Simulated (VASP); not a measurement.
These are PBE GGA, VASP's PBE PAW potentials (set 64) (plane waves; VASP 6.6.1) values and carry that method's errors.

VASP ran on this input.

**POSCAR**
```
AlN
1
    3.0796440000     0.0000000000     0.0000000000
   -1.5398230000     2.6670500000     0.0000000000
    0.0000000000     0.0000000000    10.0819670000
Al N
4 4
Direct
  0.0000000000   0.0000000000   0.0000000000
  0.0000000000   0.0000000000   0.5000000000
  0.6666670000   0.3333330000   0.7501800000
  0.3333330000   0.6666670000   0.2501800000
  0.0000000000   0.0000000000   0.8121600000
  0.0000000000   0.0000000000   0.3121600000
  0.6666670000   0.3333330000   0.5632900000
  0.3333330000   0.6666670000   0.0632900000
```

### KPOINTS
```
Automatic mesh
0
Gamma
6 6 2
0 0 0
```

**INCAR**
```
SYSTEM = AlN
PREC = Accurate
ENCUT = 400
EDIFF = 1E-6
NELM = 100
ALGO = Normal
LREAL = .FALSE.
LASPH = .TRUE.
ISMEAR = 1
SIGMA = 0.1
GGA = PE
LWAVE = .FALSE.
LCHARG = .FALSE.
ISIF = 2
```

POTCAR, in this order: Al N (PBE.64 set). Program: vasp_std.

The run wrote:

### OSZICAR
```
       N       E                     dE             d eps       ncg     rms          rms(c)
DAV:   1     0.103104346494E+03    0.10310E+03   -0.12675E+04   596   0.108E+03
DAV:   2    -0.607016831751E+02   -0.16381E+03   -0.15682E+03   843   0.234E+02
DAV:   3    -0.688106703370E+02   -0.81090E+01   -0.80798E+01   723   0.586E+01
DAV:   4    -0.688855247457E+02   -0.74854E-01   -0.74810E-01   693   0.641E+00
DAV:   5    -0.688867684671E+02   -0.12437E-02   -0.12437E-02   703   0.823E-01    0.172E+01
DAV:   6    -0.594335439187E+02    0.94532E+01   -0.39900E+01   658   0.347E+01    0.623E+00
DAV:   7    -0.594293048538E+02    0.42391E-02   -0.94444E-01   683   0.604E+00    0.426E+00
DAV:   8    -0.594099828841E+02    0.19322E-01   -0.86786E-02   633   0.250E+00    0.480E-01
DAV:   9    -0.594069318934E+02    0.30510E-02   -0.16869E-02   713   0.733E-01    0.300E-01
DAV:  10    -0.594079773424E+02   -0.10454E-02   -0.40613E-03   703   0.385E-01    0.156E-01
DAV:  11    -0.594078265693E+02    0.15077E-03   -0.51703E-04   683   0.138E-01    0.443E-02
DAV:  12    -0.594078264439E+02    0.12539E-06   -0.35988E-05   693   0.417E-02    0.181E-02
DAV:  13    -0.594078262687E+02    0.17521E-06   -0.15303E-06   469   0.942E-03
   1 F= -.59407826E+02 E0= -.59408356E+02  d E =0.159032E-02
```

**OUTCAR**
```
------------------------ aborting loop because EDIFF is reached ----------------------------------------
  FORCE on cell =-STRESS in cart. coord.  units (eV):
  Direction    XX          YY          ZZ          XY          YZ          ZX
  --------------------------------------------------------------------------------------
  Total        1.5944453      1.5944454      0.2637823     -0.0000006      0.0000000      0.0000000
  in kB       30.8491549     30.8491564      5.1036314     -0.0000116      0.0000000      0.0000000
  external PRESSURE =      22.2673142 kB  Pullay stress =       0.0000000 kB
  volume of cell :       82.81
      direct lattice vectors                 reciprocal lattice vectors
     3.079644000  0.000000000  0.000000000     0.324712856  0.187473172  0.000000000
    -1.539823000  2.667050000  0.000000000     0.000000000  0.374946101  0.000000000
     0.000000000  0.000000000 10.081967000     0.000000000  0.000000000  0.099186994
  FREE ENERGIE OF THE ION-ELECTRON SYSTEM (eV)
  ---------------------------------------------------
  free  energy   TOTEN  =       -59.4078262687 eV

  energy  without entropy=      -59.4094165912  energy(sigma->0) =      -59.40835638
```
(Selected blocks of OUTCAR.)

At this cut-off the stress carries a Pulay error, which pulls relaxed volumes low.

The structure was generated: AlN was put into an ordered model structure, which need not be its known phase. The cell was not relaxed at this level.
